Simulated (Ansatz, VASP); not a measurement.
# Cross-check of Cs2AgBiBr6 between VASP and Ansatz

Wanted: the spread between two codes on one cell, functional and k mesh. The cell is taken from a series of runs on this material, whose earlier steps may have relaxed, scaled, displaced or heated it; both programs get it as it stands.

Method: plane waves, with VASP 6.6.1 beside it; dielectric response at PBE, in Ansatz 0.2.0.

## (1) Set-up

The structure is cubic, space group Fm-3m (No. 225). Conventional cell: a = 11.232 Å, b = 11.232 Å, c = 11.232 Å, α = 90.00°, β = 90.00°, γ = 90.00°. Cs has 12 Br at 3.97 Å nearest. Nearest to Ag lie 6 Br at 2.80 Å. Nearest to Bi lie 6 Br at 2.81 Å. Nearest to Br lie 1 Ag at 2.80 Å and 1 Bi at 2.81 Å and 4 Cs at 3.97 Å. Farther neighbours and most contacts between anions are not listed.

As a file:

```
Cs Ag Bi Br
1.0
     0.00000    5.61610    5.61610
     5.61610    0.00000    5.61610
     5.61610    5.61610    0.00000
Cs Ag Bi Br
2 1 1 6
Direct
  0.25000 0.25000 0.25000
  0.75000 0.75000 0.75000
  0.50000 0.50000 0.50000
  0.00000 0.00000 0.00000
  0.25055 0.74945 0.25055
  0.25055 0.74945 0.74945
  0.74945 0.25055 0.74945
  0.74945 0.25055 0.25055
  0.25055 0.25055 0.74945
  0.74945 0.74945 0.25055
```

## (2) VASP: dielectric response, PBE

The response to a field tests empty states and converges slowly with the mesh.

Lines of VASP's logs that name or quote its potential files are left out, and so is its time.

Contents of INCAR:

```
SYSTEM = Cs2AgBiBr6
PREC = Accurate
ENCUT = 400
EDIFF = 1E-08
NELM = 120
ISMEAR = 0
SIGMA = 0.01
LREAL = .FALSE.
ALGO = Normal
GGA = PE
NBANDS = 53
LASPH = .TRUE.
LORBIT = 11
LWAVE = .FALSE.
LCHARG = .FALSE.
ISIF = 2
LEPSILON = .TRUE.
GGA_COMPAT = .FALSE.
EFERMI = MIDGAP
KPAR = 2
```

Contents of POSCAR:

```
Cs2AgBiBr6
1.0
    0.0000000000      5.6161000000      5.6161000000
    5.6161000000      0.0000000000      5.6161000000
    5.6161000000      5.6161000000      0.0000000000
Cs Ag Bi Br
2 1 1 6
Direct
    0.2500000000      0.2500000000      0.2500000000
    0.7500000000      0.7500000000      0.7500000000
    0.5000000000      0.5000000000      0.5000000000
    0.0000000000      0.0000000000      0.0000000000
    0.2505500000      0.7494500000      0.2505500000
    0.2505500000      0.7494500000      0.7494500000
    0.7494500000      0.2505500000      0.7494500000
    0.7494500000      0.2505500000      0.2505500000
    0.2505500000      0.2505500000      0.7494500000
    0.7494500000      0.7494500000      0.2505500000
```

Contents of KPOINTS:

```
Automatic mesh
0
Gamma
4 4 4
0 0 0
```

Potentials, in the order of the species: Cs_sv, Ag, Bi_d and Br (PBE family, release 64).

Started as:

```sh
$ mpirun -np 2 vasp_std
```

Numbers of over 12 decimals in the logs are rounded to 6 here.

The program printed:

```text
[banner, memory and clock lines left out]
running    2 mpi-ranks, on    1 nodes
 distrk:  each k-point on    1 cores,    2 groups
 distr:  one band on    1 cores,    1 groups

 POSCAR found type information on POSCAR CsAgBiBr
 POSCAR found :  4 types and      10 ions
 LDA part: xc-table for (Slater+PW92), standard interpolation
 POSCAR, INCAR and KPOINTS ok, starting setup
 FFT: planning ... GRIDC
 FFT: planning ... GRID_SOFT
 FFT: planning ... GRID
 WAVECAR not read
 entering main loop
       N       E                     dE             d eps       ncg     rms          rms(c)
DAV:   1     0.645670198223E+03    0.64567E+03   -0.32423E+04   872   0.117E+03
DAV:   2     0.354730581555E+02   -0.61020E+03   -0.59390E+03  1051   0.276E+02
DAV:   3    -0.288679480501E+02   -0.64341E+02   -0.64036E+02  1000   0.107E+02
DAV:   4    -0.306874804214E+02   -0.18195E+01   -0.18152E+01  1048   0.222E+01
DAV:   5    -0.307502481624E+02   -0.62768E-01   -0.62750E-01  1168   0.360E+00    0.818E+00
DAV:   6    -0.295344953209E+02    0.12158E+01   -0.22433E+00  1104   0.909E+00    0.546E+00
DAV:   7    -0.294667435198E+02    0.67752E-01   -0.12047E+00  1080   0.411E+00    0.237E+00
DAV:   8    -0.294715970341E+02   -0.48535E-02   -0.97624E-02  1003   0.155E+00    0.649E-01
DAV:   9    -0.294740473243E+02   -0.24503E-02   -0.84608E-03  1016   0.488E-01    0.130E-01
DAV:  10    -0.294747583829E+02   -0.71106E-03   -0.12867E-03  1046   0.149E-01    0.851E-02
DAV:  11    -0.294750343493E+02   -0.27597E-03   -0.29038E-04   976   0.702E-02    0.172E-02
DAV:  12    -0.294750598853E+02   -0.25536E-04   -0.27149E-05  1038   0.259E-02    0.106E-02
DAV:  13    -0.294750648344E+02   -0.49491E-05   -0.14353E-05  1016   0.139E-02    0.471E-03
DAV:  14    -0.294750644250E+02    0.40942E-06   -0.22077E-06  1070   0.714E-03    0.102E-03
DAV:  15    -0.294750644613E+02   -0.36326E-07   -0.26373E-07  1048   0.180E-03    0.643E-04
DAV:  16    -0.294750644372E+02    0.24094E-07   -0.55547E-08   920   0.896E-04    0.216E-04
DAV:  17    -0.294750644454E+02   -0.81964E-08   -0.31574E-09   688   0.354E-04
   1 F= -.29475064E+02 E0= -.29475064E+02  d E =0.000000E+00
 Linear response reoptimize wavefunctions to high precision
DAV:   1    -0.294750644492E+02   -0.37526E-08   -0.94492E-10   640   0.136E-04
DAV:   2    -0.294750644491E+02    0.80036E-10   -0.25849E-10   584   0.727E-05
 Linear response G [H, r] |phi>, progress :
  Direction:   1
       N       E                     dE             d eps       ncg     rms
RMM:   1    -0.362066399903E+03   -0.36207E+03    0.92369E+02  1605   0.163E+02
RMM:   2    -0.357783565595E+03    0.42828E+01   -0.13112E+02  1519   0.351E+01
RMM:   3    -0.358749784687E+03   -0.96622E+00   -0.68752E+00  1634   0.817E+00
RMM:   4    -0.358797117900E+03   -0.47333E-01   -0.60814E-01  1707   0.215E+00
RMM:   5    -0.358800933539E+03   -0.38156E-02   -0.77016E-02  1751   0.664E-01
RMM:   6    -0.358801507465E+03   -0.57393E-03   -0.20974E-02  1829   0.234E-01
RMM:   7    -0.358801256175E+03    0.25129E-03   -0.67186E-03  1836   0.100E-01
RMM:   8    -0.358801124706E+03    0.13147E-03   -0.31279E-02  1866   0.486E-02
RMM:   9    -0.358801050741E+03    0.73965E-04   -0.85114E-03  1852   0.327E-02
RMM:  10    -0.358801254339E+03   -0.20360E-03    0.81740E-04  1867   0.257E-02
RMM:  11    -0.358800443456E+03    0.81088E-03   -0.80740E-03  1870   0.228E-02
RMM:  12    -0.358800971630E+03   -0.52817E-03   -0.40175E-03  1906   0.214E-02
RMM:  13    -0.358800352993E+03    0.61864E-03    0.24332E-03  1921   0.208E-02
RMM:  14    -0.358801247028E+03   -0.89403E-03   -0.45262E-03  1930   0.206E-02
RMM:  15    -0.358801032937E+03    0.21409E-03   -0.70895E-03  1957   0.205E-02
 Linear response G [H, r] |phi>, progress :
  Direction:   2
       N       E                     dE             d eps       ncg     rms
RMM:   1    -0.363670586560E+03   -0.36367E+03    0.91589E+02  1603   0.163E+02
RMM:   2    -0.357462790083E+03    0.62078E+01   -0.13701E+02  1500   0.354E+01
RMM:   3    -0.357927473123E+03   -0.46468E+00   -0.60449E+00  1629   0.830E+00
RMM:   4    -0.357985376548E+03   -0.57903E-01   -0.53162E-01  1701   0.215E+00
RMM:   5    -0.357989771290E+03   -0.43947E-02   -0.46755E-02  1741   0.670E-01
RMM:   6    -0.357989280361E+03    0.49093E-03    0.18557E-02  1809   0.235E-01
RMM:   7    -0.357989146368E+03    0.13399E-03    0.29183E-02  1824   0.102E-01
RMM:   8    -0.357989265446E+03   -0.11908E-03    0.26510E-02  1874   0.479E-02
RMM:   9    -0.357988593441E+03    0.67201E-03    0.33645E-02  1846   0.303E-02
RMM:  10    -0.357988979777E+03   -0.38634E-03    0.35073E-02  1849   0.237E-02
RMM:  11    -0.357989658428E+03   -0.67865E-03    0.22324E-02  1858   0.207E-02
RMM:  12    -0.357988557298E+03    0.11011E-02    0.37309E-02  1870   0.194E-02
RMM:  13    -0.357988928657E+03   -0.37136E-03    0.33116E-02  1906   0.188E-02
RMM:  14    -0.357988790307E+03    0.13835E-03    0.35277E-02  1937   0.185E-02
[...]
RMM:  12    -0.350265636272E+03    0.18582E-02   -0.92198E-03  1888   0.224E-02
RMM:  13    -0.350264886457E+03    0.74982E-03   -0.94160E-03  1901   0.217E-02
RMM:  14    -0.350265030678E+03   -0.14422E-03   -0.90536E-03  1927   0.215E-02
RMM:  15    -0.350264871832E+03    0.15885E-03   -0.69565E-03  1962   0.214E-02
 Linear response to external field (no local field effect), progress :
[...]
RMM:   3    -0.438468520377E+01   -0.72891E-02   -0.81842E-03  1669   0.251E-01
RMM:   4    -0.438499635658E+01   -0.31115E-03   -0.67695E-04  1653   0.538E-02
RMM:   5    -0.438501218704E+01   -0.15830E-04   -0.53811E-05  1720   0.170E-02
RMM:   6    -0.438501263538E+01   -0.44834E-06   -0.14763E-05  1730   0.629E-03
RMM:   7    -0.438501264049E+01   -0.51088E-08   -0.29041E-05  1716   0.366E-03
RMM:   8    -0.438501259936E+01    0.41129E-07   -0.20379E-06  1633   0.232E-03
RMM:   9    -0.438501258251E+01    0.16856E-07   -0.91121E-06  1549   0.200E-03
RMM:  10    -0.438501258355E+01   -0.10410E-08   -0.47308E-06  1519   0.190E-03
RMM:  11    -0.438501261065E+01   -0.27104E-07   -0.11177E-05  1465   0.174E-03
RMM:  12    -0.438501262381E+01   -0.13158E-07   -0.59484E-06  1453   0.171E-03
RMM:  13    -0.438501262285E+01    0.95853E-09   -0.10348E-05  1479   0.170E-03
RMM:  14    -0.438501262475E+01   -0.18955E-08   -0.78920E-06  1493   0.169E-03
 change of polarisation eV/A/(eV/A) component  3 :    -0.294     0.294     8.770
 dielectric tensor                  component  3 :    -0.150     0.150     5.480
 Linear response to external field, progress :
  Direction:   1
       N       E                     dE             d eps       ncg     rms          rms(c)
RMM:   1    -0.413710196637E+01   -0.41371E+01   -0.19019E+01  2709   0.563E+00
RMM:   2    -0.449217596886E+01   -0.35507E+00   -0.23303E-01  2559   0.123E+00    0.396E+00
RMM:   3    -0.410685269497E+01    0.38532E+00   -0.67561E-01  2306   0.218E+00    0.208E+00
RMM:   4    -0.417528403616E+01   -0.68431E-01   -0.50845E-01  2391   0.181E+00    0.828E-01
RMM:   5    -0.426786939956E+01   -0.92585E-01   -0.32750E-02  2593   0.611E-01    0.222E-01
RMM:   6    -0.427100803442E+01   -0.31386E-02   -0.45936E-03  2679   0.185E-01    0.832E-02
RMM:   7    -0.428347930415E+01   -0.12471E-01   -0.70017E-04  2507   0.104E-01    0.238E-02
RMM:   8    -0.428459123824E+01   -0.11119E-02   -0.12227E-04  2661   0.343E-02    0.185E-02
RMM:   9    -0.428530008508E+01   -0.70885E-03   -0.65447E-05  2524   0.172E-02    0.381E-03
RMM:  10    -0.428536299550E+01   -0.62910E-04    0.18760E-05  2872   0.622E-03    0.121E-03
RMM:  11    -0.428532821901E+01    0.34776E-04   -0.55300E-05  2663   0.302E-03    0.442E-04
RMM:  12    -0.428531308866E+01    0.15130E-04    0.49090E-05  2886   0.185E-03    0.209E-04
RMM:  13    -0.428531233732E+01    0.75135E-06   -0.21098E-05  2861   0.167E-03    0.611E-05
RMM:  14    -0.428531049116E+01    0.18462E-05   -0.25749E-05  2718   0.155E-03    0.178E-05
RMM:  15    -0.428530948816E+01    0.10030E-05   -0.17246E-05  2379   0.153E-03    0.106E-05
RMM:  16    -0.428531035522E+01   -0.86706E-06   -0.27866E-05  2382   0.153E-03    0.304E-06
 change of polarisation eV/A/(eV/A) component  1 :     7.970     0.389     0.082
 dielectric tensor                  component  1 :     5.071     0.198     0.042
 Linear response to external field, progress :
  Direction:   2
       N       E                     dE             d eps       ncg     rms          rms(c)
RMM:   1    -0.413191756374E+01   -0.41319E+01   -0.18967E+01  2719   0.565E+00
RMM:   2    -0.449165275453E+01   -0.35974E+00   -0.22701E-01  2554   0.124E+00    0.396E+00
RMM:   3    -0.410665750718E+01    0.38500E+00   -0.67342E-01  2317   0.218E+00    0.208E+00
RMM:   4    -0.417549860475E+01   -0.68841E-01   -0.50754E-01  2404   0.180E+00    0.823E-01
RMM:   5    -0.426727240132E+01   -0.91774E-01   -0.31397E-02  2596   0.610E-01    0.209E-01
RMM:   6    -0.427167865970E+01   -0.44063E-02   -0.54274E-03  2690   0.182E-01    0.822E-02
RMM:   7    -0.428365047742E+01   -0.11972E-01   -0.64825E-04  2500   0.104E-01    0.250E-02
RMM:   8    -0.428455555447E+01   -0.90508E-03    0.20089E-04  2664   0.333E-02    0.170E-02
RMM:   9    -0.428524647896E+01   -0.69092E-03    0.28324E-04  2518   0.167E-02    0.315E-03
RMM:  10    -0.428533050058E+01   -0.84022E-04    0.28201E-04  2900   0.583E-03    0.118E-03
RMM:  11    -0.428529271967E+01    0.37781E-04    0.27076E-04  2650   0.283E-03    0.389E-04
RMM:  12    -0.428527582762E+01    0.16892E-04    0.28482E-04  2873   0.173E-03    0.191E-04
RMM:  13    -0.428527869699E+01   -0.28694E-05    0.25998E-04  2862   0.156E-03    0.457E-05
RMM:  14    -0.428527785033E+01    0.84665E-06    0.23788E-04  2680   0.146E-03    0.189E-05
RMM:  15    -0.428527815297E+01   -0.30264E-06    0.23952E-04  2350   0.144E-03    0.144E-05
RMM:  16    -0.428527876534E+01   -0.61237E-06    0.22528E-04  2342   0.143E-03    0.521E-06
 change of polarisation eV/A/(eV/A) component  2 :     0.737     7.970    -0.082
 dielectric tensor                  component  2 :     0.376     5.071    -0.042
 Linear response to external field, progress :
  Direction:   3
       N       E                     dE             d eps       ncg     rms          rms(c)
RMM:   1    -0.413118397574E+01   -0.41312E+01   -0.18960E+01  2711   0.565E+00
RMM:   2    -0.449160230226E+01   -0.36042E+00   -0.22777E-01  2557   0.124E+00    0.396E+00
RMM:   3    -0.410648696004E+01    0.38512E+00   -0.67174E-01  2308   0.218E+00    0.208E+00
RMM:   4    -0.417562840421E+01   -0.69141E-01   -0.51068E-01  2402   0.181E+00    0.825E-01
RMM:   5    -0.426718042010E+01   -0.91552E-01   -0.31881E-02  2594   0.613E-01    0.213E-01
RMM:   6    -0.427157489350E+01   -0.43945E-02   -0.55380E-03  2681   0.184E-01    0.820E-02
RMM:   7    -0.428361781013E+01   -0.12043E-01   -0.76770E-04  2504   0.103E-01    0.247E-02
RMM:   8    -0.428455639071E+01   -0.93858E-03    0.57230E-05  2667   0.335E-02    0.173E-02
RMM:   9    -0.428526574298E+01   -0.70935E-03    0.12214E-04  2498   0.170E-02    0.320E-03
RMM:  10    -0.428534776696E+01   -0.82024E-04    0.14588E-04  2891   0.596E-03    0.120E-03
RMM:  11    -0.428530853952E+01    0.39227E-04    0.15372E-04  2635   0.287E-03    0.401E-04
RMM:  12    -0.428529392946E+01    0.14610E-04    0.18172E-04  2863   0.177E-03    0.181E-04
RMM:  13    -0.428529501678E+01   -0.10873E-05    0.14418E-04  2872   0.159E-03    0.486E-05
RMM:  14    -0.428528922128E+01    0.57955E-05    0.17223E-04  2692   0.148E-03    0.164E-05
RMM:  15    -0.428529283498E+01   -0.36137E-05    0.14156E-04  2374   0.146E-03    0.123E-05
RMM:  16    -0.428529148341E+01    0.13516E-05    0.15297E-04  2359   0.146E-03    0.561E-06
 change of polarisation eV/A/(eV/A) component  3 :     0.424     0.231     7.970
 dielectric tensor                  component  3 :     0.217     0.118     5.071
 Born effective charges drift removed
```

Parts of OUTCAR (step 2):

```text
ion  position               nearest neighbor table
   1  0.250  0.250  0.250-
   2  0.750  0.750  0.750-
   3  0.500  0.500  0.500-   5 2.80   6 2.80   7 2.80   8 2.80   9 2.80  10 2.80
   4  0.000  0.000  0.000-   5 2.81   6 2.81   7 2.81   8 2.81   9 2.81  10 2.81
   5  0.251  0.749  0.251-   3 2.80   4 2.81
   6  0.251  0.749  0.749-   3 2.80   4 2.81
   7  0.749  0.251  0.749-   3 2.80   4 2.81
   8  0.749  0.251  0.251-   3 2.80   4 2.81
   9  0.251  0.251  0.749-   3 2.80   4 2.81
  10  0.749  0.749  0.251-   3 2.80   4 2.81

  LATTYP: Found a face centered cubic cell.
 ALAT       =    11.2322000000

 Subroutine GETGRP returns: Found 48 space group operations
 (whereof 48 operations were pure point group operations)

The static configuration has the point symmetry O_h .

 Found      8 irreducible k-points:

   k-points           NKPTS =      8   k-points in BZ     NKDIM =      8   number of bands    NBANDS=     53

   dimension x,y,z NGX =    54 NGY =   54 NGZ =   54
   dimension x,y,z NGXF=   108 NGYF=  108 NGZF=  108

   ENCUT  =  400.0 eV  29.40 Ry    5.42 a.u.  12.95 12.95 12.95*2*pi/ulx,y,z

   NELECT =      86.0000    total number of electrons

 k-points in reciprocal lattice and weights: Automatic mesh
   0.00000000  0.00000000  0.00000000       0.016
   0.25000000  0.00000000  0.00000000       0.125
   0.50000000  0.00000000  0.00000000       0.062
   0.25000000  0.25000000  0.00000000       0.094
   0.50000000  0.25000000  0.00000000       0.375
  -0.25000000  0.25000000  0.00000000       0.188
   0.50000000  0.50000000  0.00000000       0.047
  -0.25000000  0.50000000  0.25000000       0.094

 average (electrostatic) potential at core
       1 -49.1123       2 -49.1123       3 -76.1353       4-109.8084       5 -63.5697
       6 -63.5697       7 -63.5697       8 -63.5697       9 -63.5697      10 -63.5697

  Total        3.9932644      3.9932644      3.9932644     -0.0000000      0.0000000     -0.0000000
  in kB       18.0594347     18.0594347     18.0594347     -0.0000000      0.0000000     -0.0000000
  external PRESSURE =      18.0594347 kB  Pullay stress =       0.0000000 kB

  energy-cutoff  :      400.00
  volume of cell :      354.27
      direct lattice vectors                 reciprocal lattice vectors
     0.000000000  5.616100000  5.616100000    -0.089029754  0.089029754  0.089029754
     5.616100000  0.000000000  5.616100000     0.089029754 -0.089029754  0.089029754
     5.616100000  5.616100000  0.000000000     0.089029754  0.089029754 -0.089029754

 POSITION                                       TOTAL-FORCE (eV/Angst)
 -----------------------------------------------------------------------------------
      2.80805      2.80805      2.80805        -0.000000      0.000000      0.000000
      8.42415      8.42415      8.42415         0.000000      0.000000     -0.000000
      5.61610      5.61610      5.61610         0.000000      0.000000     -0.000000
      0.00000      0.00000      0.00000         0.000000      0.000000      0.000000
      5.61610      2.81423      5.61610         0.000000      0.294178      0.000000
      8.41797      5.61610      5.61610        -0.294178      0.000000      0.000000
      5.61610      8.41797      5.61610         0.000000     -0.294178      0.000000
      2.81423      5.61610      5.61610         0.294178      0.000000      0.000000
      5.61610      5.61610      2.81423         0.000000      0.000000      0.294178
      5.61610      5.61610      8.41797         0.000000      0.000000     -0.294178
 -----------------------------------------------------------------------------------
    total drift:                                0.000000      0.000000      0.000000

 MACROSCOPIC STATIC DIELECTRIC TENSOR (including local field effects in DFT)
 ------------------------------------------------------
           5.071034    -0.000000     0.000000
          -0.000000     5.071034     0.000000
          -0.000000    -0.000000     5.071034
 ------------------------------------------------------

 PIEZOELECTRIC TENSOR (including local field effects)  for field in x, y, z        (C/m^2)
          XX          YY          ZZ          XY          YZ          ZX
  --------------------------------------------------------------------------------
  x     0.00000     0.00000     0.00000     0.00000     0.00000     0.00000
  y     0.00000     0.00000     0.00000     0.00000     0.00000     0.00000
  z     0.00000     0.00000     0.00000     0.00000     0.00000     0.00000

 BORN EFFECTIVE CHARGES (including local field effects) (in |e|, cummulative output)
 ---------------------------------------------------------------------------------
 ion    1
    1     1.35412     0.00000    -0.00000
    2     0.00000     1.35412    -0.00000
    3    -0.00000    -0.00000     1.35412
 ion    2
    1     1.35412     0.00000    -0.00000
    2     0.00000     1.35412    -0.00000
    3     0.00000     0.00000     1.35412
 ion    3
    1     1.88120     0.00000    -0.00000
    2    -0.00000     1.88120    -0.00000
    3    -0.00000     0.00000     1.88120
 ion    4
    1     4.75859     0.00000    -0.00000
    2    -0.00000     4.75859    -0.00000
    3    -0.00000     0.00000     4.75859
 ion    5
    1    -0.75814     0.00000    -0.00000
    2    -0.00000    -3.15775    -0.00000
    3    -0.00000    -0.00000    -0.75814
 ion    6
    1    -3.15775     0.00000    -0.00000
    2    -0.00000    -0.75814    -0.00000
    3     0.00000     0.00000    -0.75814
 ion    7
    1    -0.75814     0.00000    -0.00000
    2    -0.00000    -3.15775    -0.00000
    3    -0.00000     0.00000    -0.75814
 ion    8
    1    -3.15775     0.00000    -0.00000
    2    -0.00000    -0.75814    -0.00000
    3    -0.00000     0.00000    -0.75814
 ion    9
    1    -0.75814     0.00000     0.00000
    2    -0.00000    -0.75814     0.00000
    3    -0.00000     0.00000    -3.15775
 ion   10
    1    -0.75814     0.00000    -0.00000
    2    -0.00000    -0.75814     0.00000
    3    -0.00000     0.00000    -3.15775
```

The dielectric response converges more slowly with the mesh than energies do, so tensor and charges may still move on a finer one.

[end of part 1 of 2]

[Lines on the potential files, build, host, timing and source positions are cut from VASP's logs without a mark.]

[Logs are printed without paths, hosts, clocks, repeated set-up lines and the standing remarks that a program may print on its own settings, such as how far it seeks lower states.]

[Hosts, paths, dates, database ids (printed as entryN), source tags and the programs' standing remarks are cut or masked in the printed files.]
